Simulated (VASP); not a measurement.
Output of a VASP run:

**OSZICAR**
```
       N       E                     dE             d eps       ncg     rms          rms(c)
DAV:   1     0.365119125191E+03    0.36512E+03   -0.22549E+04   768   0.909E+02
DAV:   2    -0.386395156894E+02   -0.40376E+03   -0.38466E+03   912   0.211E+02
DAV:   3    -0.660930264331E+02   -0.27454E+02   -0.26781E+02   904   0.578E+01
DAV:   4    -0.668298598867E+02   -0.73683E+00   -0.72874E+00   928   0.946E+00
DAV:   5    -0.668523967212E+02   -0.22537E-01   -0.22501E-01   912   0.164E+00    0.198E+01
DAV:   6    -0.652955795810E+02    0.15568E+01   -0.12346E+01   848   0.189E+01    0.974E+00
DAV:   7    -0.648824818224E+02    0.41310E+00   -0.22760E+00   824   0.855E+00    0.718E+00
DAV:   8    -0.647977043829E+02    0.84777E-01   -0.27629E-01   856   0.193E+00    0.247E+00
DAV:   9    -0.647636633661E+02    0.34041E-01   -0.10512E-01   824   0.189E+00    0.566E-01
DAV:  10    -0.647643992775E+02   -0.73591E-03   -0.70958E-03   856   0.335E-01    0.318E-01
DAV:  11    -0.647645076645E+02   -0.10839E-03   -0.47816E-04   864   0.966E-02    0.125E-01
DAV:  12    -0.647645024919E+02    0.51726E-05   -0.22518E-04   856   0.684E-02    0.597E-02
DAV:  13    -0.647644843535E+02    0.18138E-04   -0.13997E-05   872   0.180E-02    0.231E-02
DAV:  14    -0.647644798614E+02    0.44921E-05   -0.45769E-06   848   0.920E-03    0.497E-03
DAV:  15    -0.647644789727E+02    0.88869E-06   -0.43894E-07   480   0.264E-03
   1 F= -.64764479E+02 E0= -.64762839E+02  d E =-.327928E-02  mag=     0.0000    -0.0000     0.0000
```

**OUTCAR**
```
------------------------ aborting loop because EDIFF is reached ----------------------------------------
  FORCE on cell =-STRESS in cart. coord.  units (eV):
  Direction    XX          YY          ZZ          XY          YZ          ZX
  --------------------------------------------------------------------------------------
  Total        7.5804497      7.5804497      7.5804497     -0.0000000      0.0000000      0.0000000
  in kB       45.0386517     45.0386517     45.0386517     -0.0000000      0.0000000      0.0000000
  external PRESSURE =      45.0386517 kB  Pullay stress =       0.0000000 kB
  volume of cell :      269.66
      direct lattice vectors                 reciprocal lattice vectors
     6.460608000  0.000000000  0.000000000     0.154784194  0.000000000  0.000000000
     0.000000000  6.460608000  0.000000000     0.000000000  0.154784194  0.000000000
     0.000000000  0.000000000  6.460608000     0.000000000  0.000000000  0.154784194
 POSITION                                       TOTAL-FORCE (eV/Angst)
 -----------------------------------------------------------------------------------
      4.03788      5.65303      0.80758         0.024559     -0.024559      0.024559
      0.80758      4.03788      5.65303         0.024559      0.024559     -0.024559
      4.03788      4.03788      4.03788         0.024559      0.024559      0.024559
      2.42273      2.42273      2.42273        -0.024559     -0.024559     -0.024559
      5.65303      0.80758      4.03788        -0.024559      0.024559      0.024559
      5.65303      2.42273      0.80758        -0.024559     -0.024559      0.024559
      0.80758      5.65303      2.42273         0.024559     -0.024559     -0.024559
      2.42273      0.80758      5.65303        -0.024559      0.024559     -0.024559
      0.00000      3.23030      3.23030         0.000000     -0.000000      0.000000
      3.23030      0.00000      3.23030         0.000000     -0.000000      0.000000
      0.00000      0.00000      0.00000         0.000000     -0.000000      0.000000
      3.23030      3.23030      0.00000         0.000000     -0.000000      0.000000
 -----------------------------------------------------------------------------------
    total drift:                                0.000000      0.000000     -0.000000
  FREE ENERGIE OF THE ION-ELECTRON SYSTEM (eV)
  ---------------------------------------------------
  free  energy   TOTEN  =       -64.7644789727 eV

  energy  without entropy=      -64.7611996963  energy(sigma->0) =      -64.76283933

 total charge

# of ion       s       p       d       tot
------------------------------------------
    1        1.144   1.225   0.063   2.432
    2        1.144   1.225   0.063   2.432
    3        1.144   1.225   0.063   2.432
    4        1.144   1.225   0.063   2.432
    5        1.144   1.225   0.063   2.432
    6        1.144   1.225   0.063   2.432
    7        1.144   1.225   0.063   2.432
    8        1.144   1.225   0.063   2.432
    9        0.693   0.715   8.048   9.457
   10        0.693   0.715   8.048   9.457
   11        0.693   0.715   8.048   9.457
   12        0.693   0.715   8.048   9.457
--------------------------------------------------
tot         11.923  12.661  32.698  57.281

 magnetization (x)

# of ion       s       p       d       tot
------------------------------------------
    1        0.000   0.000  -0.000   0.000
    2        0.000   0.000  -0.000   0.000
    3       -0.000  -0.000   0.000  -0.000
    4       -0.000  -0.000   0.000  -0.000
    5       -0.000  -0.000   0.000  -0.000
    6        0.000   0.000  -0.000   0.000
    7       -0.000  -0.000   0.000  -0.000
    8        0.000   0.000  -0.000   0.000
    9        0.000   0.000  -0.000  -0.000
   10        0.000   0.000  -0.000  -0.000
   11       -0.000  -0.000   0.000   0.000
   12       -0.000  -0.000   0.000   0.000
--------------------------------------------------
...
```
(Selected blocks of OUTCAR.)

POSCAR:
```
PtSb2
1
    6.4606080000     0.0000000000     0.0000000000
    0.0000000000     6.4606080000     0.0000000000
    0.0000000000     0.0000000000     6.4606080000
Sb Pt
8 4
Direct
  0.6250000000   0.8750000000   0.1250000000
  0.1250000000   0.6250000000   0.8750000000
  0.6250000000   0.6250000000   0.6250000000
  0.3750000000   0.3750000000   0.3750000000
  0.8750000000   0.1250000000   0.6250000000
  0.8750000000   0.3750000000   0.1250000000
  0.1250000000   0.8750000000   0.3750000000
  0.3750000000   0.1250000000   0.8750000000
  0.0000000000   0.5000000000   0.5000000000
  0.5000000000   0.0000000000   0.5000000000
  0.0000000000   0.0000000000   0.0000000000
  0.5000000000   0.5000000000   0.0000000000
```

Task: Write an INCAR and KPOINTS that could have produced this output.

Result: One answer among several that fit: the input of the run itself, PBE GGA with spin-orbit coupling, plane waves, VASP's PBE PAW potentials (set 64).

**KPOINTS**
```
Automatic
0
Gamma
 3 3 3
0 0 0
```

### INCAR
```
PREC = Accurate
GGA_COMPAT = F
SYSTEM = PtSb2
LMAXMIX = 6
LCHARG = F
LORBIT = 11   ! lm-projected
LNONCOLLINEAR = T
ISIF = 2
LWAVE = F
LASPH = T   ! aspherical one-centre terms
GGA = PE
NELM = 100
LSORBIT = T
ALGO = Normal
EDIFF = 1E-6
SIGMA = 0.02
MAGMOM = 0.0 0.0 0.0 0.0 0.0 0.0 0.0 0.0 0.0 0.0 0.0 0.0 0.0 0.0 0.0 0.0 0.0 0.0 0.0 0.0 0.0 0.0 0.0 0.0 0.0 0.0 0.0 0.0 0.0 0.0 0.0 0.0 0.0 0.0 0.0 0.0
LREAL = F   ! projection in real space or not
ISMEAR = 0   ! Gaussian
ENCUT = 300   ! plane-wave cut-off (eV)
```

POTCAR, in this order: Sb Pt (PBE.64 set). Program: vasp_ncl.

At this cut-off the stress carries a Pulay error, which pulls relaxed volumes low.

The structure is a typed PtSb2 crystal. The cell was not relaxed at this level. The k-mesh is coarse (spacing up to 0.32 per Å, 2π included), so the numbers may not be converged in it. The run is one of a series of settings (GGA_COMPAT = .FALSE., LNONCOLLINEAR = .TRUE., LSORBIT = .TRUE., MAGMOM = 0.0 0.0 0.0 0.0 0.0 0.0 0.0 0.0 0.0 0.0 0.0 0.0 0.0 0.0 0.0 0.0 0.0 0.0 0.0 0.0 0.0 0.0 0.0 0.0 0.0 0.0 0.0 0.0 0.0 0.0 0.0 0.0 0.0 0.0 0.0 0.0, program vasp_ncl against the base run), some of them coarse on purpose.
